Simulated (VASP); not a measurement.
```xyz
2
Lattice="0.0000 3.0500 3.0500 3.0500 0.0000 3.0500 3.0500 3.0500 0.0000" Properties=species:S:1:pos:R:3 pbc="T T T"
Pb     0.0000     0.0000     0.0000
Se     3.0500     3.0500     3.0500
```

Calculation: PBEsol GGA, VASP's PBE PAW potentials (set 64) (plane waves; VASP 6.6.1). Settings: 520 eV cut-off, 8×8×8 Γ-centred mesh, tetrahedra with Blöchl corrections, potentials Pb_d Se.

Q: The job: PbSe (rock salt), 2 atoms, PBEsol, static run, 520 eV, 8×8×8 Γ-centred mesh. Roughly how much core time does it take on a busy server core?

A: About 10 core-seconds (one run on a shared machine, a rough figure). It had 29 irreducible k-points, 14 bands, up to 1543 plane waves and 13 electronic steps.

The compound is PbSe in the rock salt structure. It was relaxed first.
